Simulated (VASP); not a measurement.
Crystal: TaTeI.

```
Ta Te I
1.0
     4.76708    0.00000    0.00000
    -2.38354    4.12841    0.00000
     0.00000    0.00000    4.58702
Ta Te I
1 1 1
Direct
  0.00000 0.00000 0.00000
  0.66667 0.33333 0.50000
  0.33333 0.66667 0.50000
```

The cell was built by a generator and needn't be a form met in nature.

```yaml
Program: VASP 6.6.1
Task: relaxation of cell and atoms
Functional: PBE
Potentials_or_basis: VASP PAW PBE potentials, release 64 (Ta_pv, Te, I)
Cutoff: 600 eV
k_mesh: 7 × 7 × 6
Occupations: gaussian, width 0.05 eV
Spin: no spin polarisation
```

At the start: pressure 4.3 GPa; volume 30.09 Å³/atom.

Question: Where does the relaxation end?

Answer: Over 16 steps the energy falls by 1093.8 meV/atom and the volume is 25.65 Å³/atom (-14.8 %); space group P-6m2 (No. 187, to 0.05 Å).

Step by step:
```
step  energy change (eV)  largest force (eV/Å)  pressure (GPa)  volume (Å³)
   1              0.0000                0.0000            4.31        90.27
   2             -1.8657                0.0000           -7.53        99.05
   3             -2.1105                0.0000           -9.32       101.15
   4             -2.8698                0.0000            3.05        77.95
   5             -3.0107                0.0000           -3.50        83.82
   6             -3.0216                0.0000           -2.82        82.91
   7             -3.0218                0.0000           -1.99        81.98
   8             -3.0233                0.0000           -2.41        82.44
   9             -3.1453                0.0000           -0.55        78.97
  10             -2.7443                0.0000           11.27        68.41
  11             -3.2632                0.0000            1.21        76.02
  12             -3.2688                0.0000            1.90        75.03
  13             -3.1733                0.0000            0.70        76.09
  14             -3.2727                0.0000            1.55        75.21
  15             -3.2786                0.0000           -0.80        77.94
  16             -3.2813                0.0000            0.00        76.94
```

Final structure:
```yaml
crystal:
  lattice:
    - [5.25417, 0.00000, 0.00000]
    - [-2.62709, 4.55025, 0.00000]
    - [0.00000, 0.00000, 3.21821]
  atoms:
    - { symbol: Ta, position: [0.00000, 0.00000, 0.00000] }
    - { symbol: Te, position: [0.66667, 0.33333, 0.50000] }
    - { symbol: I, position: [0.33333, 0.66667, 0.50000] }
```
